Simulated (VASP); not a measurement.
Output of a VASP run:

### OUTCAR
```
 ion  position               nearest neighbor table
   1  0.000  0.000  0.000-
  LATTYP: Found a face centered cubic cell.
 ALAT       =     4.0809143250
 Subroutine PRICEL returns:
 Original cell was already a primitive cell.
 Subroutine GETGRP returns: Found 48 space group operations
The static configuration has the point symmetry O_h .
The dynamic configuration has the point symmetry O_h .
 Subroutine INISYM returns: Found 48 space group operations
 Subroutine IBZKPT returns following result:
 Found    165 irreducible k-points:

 Following reciprocal coordinates:
            Coordinates               Weight
  0.000000  0.000000  0.000000      1.000000
  0.058824  0.000000  0.000000      8.000000
  0.117647  0.000000  0.000000      8.000000
  0.176471  0.000000  0.000000      8.000000
  0.235294  0.000000  0.000000      8.000000
  0.294118  0.000000  0.000000      8.000000
  0.352941  0.000000  0.000000      8.000000
  0.411765  0.000000  0.000000      8.000000
  0.470588  0.000000  0.000000      8.000000
  0.058824  0.058824  0.000000      6.000000
  0.117647  0.058824  0.000000     24.000000
  0.176471  0.058824  0.000000     24.000000
  0.235294  0.058824  0.000000     24.000000
  0.294118  0.058824  0.000000     24.000000
  0.352941  0.058824  0.000000     24.000000
  0.411765  0.058824  0.000000     24.000000
  0.470588  0.058824  0.000000     24.000000
 -0.470588  0.058824  0.000000     24.000000
 -0.411765  0.058824  0.000000     24.000000
 -0.352941  0.058824  0.000000     24.000000
 -0.294118  0.058824  0.000000     24.000000
 -0.235294  0.058824  0.000000     24.000000
 -0.176471  0.058824  0.000000     24.000000
 -0.117647  0.058824  0.000000     24.000000
 -0.058824  0.058824  0.000000     12.000000
  0.117647  0.117647  0.000000      6.000000
  0.176471  0.117647  0.000000     24.000000
  0.235294  0.117647  0.000000     24.000000
  0.294118  0.117647  0.000000     24.000000
  0.352941  0.117647  0.000000     24.000000
  0.411765  0.117647  0.000000     24.000000
  0.470588  0.117647  0.000000     24.000000
 -0.470588  0.117647  0.000000     24.000000
 -0.411765  0.117647  0.000000     24.000000
 -0.352941  0.117647  0.000000     24.000000
 -0.294118  0.117647  0.000000     24.000000
 -0.235294  0.117647  0.000000     24.000000
 -0.176471  0.117647  0.000000     24.000000
 -0.117647  0.117647  0.000000     12.000000
  0.176471  0.176471  0.000000      6.000000
   k-points           NKPTS =    165   k-points in BZ     NKDIM =    165   number of bands    NBANDS=      9
   number of dos      NEDOS =    301   number of ions     NIONS =      1
   total plane-waves  NPLWV =   2744
   dimension x,y,z NGX =    14 NGY =   14 NGZ =   14
   dimension x,y,z NGXF=    28 NGYF=   28 NGZF=   28
   ions per type =               1
   PREC   = normal    normal or accurate (medium, high low for compatibility)
   ISTART =      0    job   : 0-new  1-cont  2-samecut
   ICHARG =      2    charge: 1-file 2-atom 10-const
   ISPIN  =      1    spin polarized calculation?
   LNONCOLLINEAR =      F non collinear calculations
   LSORBIT =      F    spin-orbit coupling
   INIWAV =      1    electr: 0-lowe 1-rand  2-diag
   ENCUT  =  400.0 eV  29.40 Ry    5.42 a.u.   4.71  4.71  4.71*2*pi/ulx,y,z
   NELM   =    100;   NELMIN=  4; NELMDL= -5     # of ELM steps
   EDIFF  = 0.1E-04   stopping-criterion for ELM
   LREAL  =      F    real-space projection
   NLSPLINE    = F    spline interpolate recip. space projectors
   LMAXMIX     =    6 max onsite mixed and CHGCAR
   VOSKOWN=      0    Vosko Wilk Nusair interpolation
   EDIFFG = -.3E-01   stopping-criterion for IOM
   NSW    =     20    number of steps for IOM
   NBLOCK =      1;   KBLOCK =     20    inner block; outer block
   IBRION =      2    ionic relax: 0-MD 1-quasi-New 2-CG
   NFREE  =      1    steps in history (QN), initial steepest desc. (CG)
...
```

### OSZICAR
```
       N       E                     dE             d eps       ncg     rms          rms(c)
DAV:   1     0.289394974118E+02    0.28939E+02   -0.50301E+03  3619   0.863E+02
DAV:   2    -0.403711869126E+01   -0.32977E+02   -0.30902E+02  3086   0.168E+02
DAV:   3    -0.426492752336E+01   -0.22781E+00   -0.22756E+00  3511   0.142E+01
DAV:   4    -0.426554463175E+01   -0.61711E-03   -0.61710E-03  3382   0.775E-01
DAV:   5    -0.426554864446E+01   -0.40127E-05   -0.40137E-05  3345   0.602E-02    0.966E+00
RMM:   6    -0.394856327947E+01    0.31699E+00   -0.54271E-01  2970   0.776E+00    0.594E+00
RMM:   7    -0.392589534685E+01    0.22668E-01   -0.64243E-02  2970   0.288E+00    0.289E+00
RMM:   8    -0.392302154401E+01    0.28738E-02   -0.63490E-03  2970   0.869E-01    0.462E-01
RMM:   9    -0.392290571400E+01    0.11583E-03   -0.85817E-04  2970   0.315E-01    0.996E-02
RMM:  10    -0.392291268975E+01   -0.69758E-05   -0.10645E-04  2686   0.973E-02    0.839E-02
RMM:  11    -0.392291016911E+01    0.25206E-05   -0.16317E-05  2160   0.396E-02
   1 F= -.39229102E+01 E0= -.39228157E+01  d E =-.392291E+01
```

OUTCAR:
```
------------------------ aborting loop because EDIFF is reached ----------------------------------------
  FORCE on cell =-STRESS in cart. coord.  units (eV):
  Direction    XX          YY          ZZ          XY          YZ          ZX
  --------------------------------------------------------------------------------------
  Total       -0.0097041     -0.0097041     -0.0097041     -0.0000000      0.0000000     -0.0000000
  in kB       -0.9150689     -0.9150689     -0.9150689     -0.0000000      0.0000000     -0.0000000
  external PRESSURE =      -0.9150689 kB  Pullay stress =       0.0000000 kB
  volume of cell :       16.99
      direct lattice vectors                 reciprocal lattice vectors
     0.000000000  2.040457163  2.040457163    -0.245043125  0.245043125  0.245043125
     2.040457163  0.000000000  2.040457163     0.245043125 -0.245043125  0.245043125
     2.040457163  2.040457163  0.000000000     0.245043125  0.245043125 -0.245043125
 POSITION                                       TOTAL-FORCE (eV/Angst)
 -----------------------------------------------------------------------------------
      0.00000      0.00000      0.00000         0.000000      0.000000      0.000000
 -----------------------------------------------------------------------------------
    total drift:                               -0.000000     -0.000000     -0.000000
  FREE ENERGIE OF THE ION-ELECTRON SYSTEM (eV)
  ---------------------------------------------------
  free  energy   TOTEN  =        -3.9229101691 eV

  energy  without entropy=       -3.9226268496  energy(sigma->0) =       -3.92281573

 reached required accuracy - stopping structural energy minimisation
```
(Selected blocks of OUTCAR.)

POSCAR:
```
Au
1
   -0.0000000000     2.0404571625     2.0404571625
    2.0404571625    -0.0000000000     2.0404571625
    2.0404571625     2.0404571625    -0.0000000000
Au
1
Direct
  0.0000000000   0.0000000000   0.0000000000
```

**Question.** Reconstruct the remaining input files.

**Answer.** This is not unique; one that fits is the input of the run itself, PBEsol GGA, plane waves, VASP's PBE PAW potentials (set 64).

**KPOINTS**
```
Automatic mesh
0
Gamma
17 17 17
0 0 0
```

INCAR:
```
SYSTEM  =  Au
PREC  =  Normal; ENCUT  =  400; LREAL  =  .FALSE.
LASPH  =  .TRUE.
EDIFF  =  1E-5; NELM  =  100; NELMIN  =  4
ALGO  =  Fast; LMAXMIX  =  6
ISMEAR  =  1; SIGMA  =  0.1
GGA  =  PS
IBRION  =  2; NSW  =  20; ISIF  =  2
EDIFFG  =  -0.03
LWAVE  =  .FALSE.; LCHARG  =  .FALSE.
```

POTCAR, in this order: Au (PBE.64 set). Program: vasp_std.

The compound is Au in the fcc structure. It was relaxed first.
